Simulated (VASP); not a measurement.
All values below come from PBE GGA, VASP's PBE PAW potentials (set 64) (plane waves; VASP).

A VASP calculation is set up with these files.

**POSCAR**
```
Sn
10.469930
  0.5000000000   0.0000000000   0.0000000000
 -0.2500000478   0.4330127327   0.0000000000
  0.0000000000   0.0000000000   0.3041081459
Sn
3
Cartesian
  0.0000000000   0.0000000000   0.0000000000
 -0.0000002818   0.2886752994   0.1520540729
  0.2500002341   0.1443374332   0.1520540729
```

File KPOINTS:
```
Automatic mesh
0
Gamma
4 4 5
0 0 0
```

INCAR:
```
SYSTEM=Sn
PREC=Accurate; ENCUT=300; LREAL=.FALSE.
LASPH=.TRUE.
EDIFF=1E-6; NELM=100; ALGO=Normal
LMAXMIX=4
ISMEAR=-1; SIGMA=0.1
GGA=PE
ISIF=2
LWAVE=.FALSE.; LCHARG=.FALSE.
```

POTCAR, in this order: Sn_d (PBE.64 set). Program: vasp_std.

At this cut-off the stress carries a Pulay error, which pulls relaxed volumes low. Gaps are read on the run's mesh, which can miss a band edge. Unless said otherwise, spin-orbit coupling is left out, though it shifts the bands of the heavy elements here.

Task: Predict the energy per atom (σ→0), pressure, band gap (on the k-mesh).

Result: 
The energy per atom (σ→0) is -354.9 kJ/mol-atom. The band gap (on the k-mesh) is none (metal, semimetal or under 0.01 eV). The pressure is 5.49 GPa.

File OSZICAR:
```
...
DAV:   6    -0.110848204451E+02    0.43176E-01   -0.45457E-02   822   0.517E+00    0.155E+00
DAV:   7    -0.110693250699E+02    0.15495E-01   -0.60896E-02   742   0.353E+00    0.175E-01
DAV:   8    -0.110688041988E+02    0.52087E-03   -0.90042E-03   739   0.195E+00    0.880E-02
DAV:   9    -0.110688383770E+02   -0.34178E-04   -0.98788E-04   839   0.678E-01    0.222E-02
DAV:  10    -0.110688548122E+02   -0.16435E-04   -0.14740E-04   684   0.116E-01    0.126E-02
DAV:  11    -0.110688541957E+02    0.61651E-06   -0.13136E-05   748   0.467E-02    0.246E-03
DAV:  12    -0.110688547279E+02   -0.53223E-06   -0.13095E-06   324   0.138E-02
   1 F= -.11068855E+02 E0= -.11033397E+02  d E =-.709152E-01
```

The structure was generated: Sn was put into an ordered model structure, which need not be its known phase. The cell was not relaxed at this level. The k-mesh is coarse (spacing up to 0.39 per Å, 2π included), so the numbers may not be converged in it. The run is one of a series of settings (KPOINTS 4×4×5 Γ-centred mesh against the base run), some of them coarse on purpose.
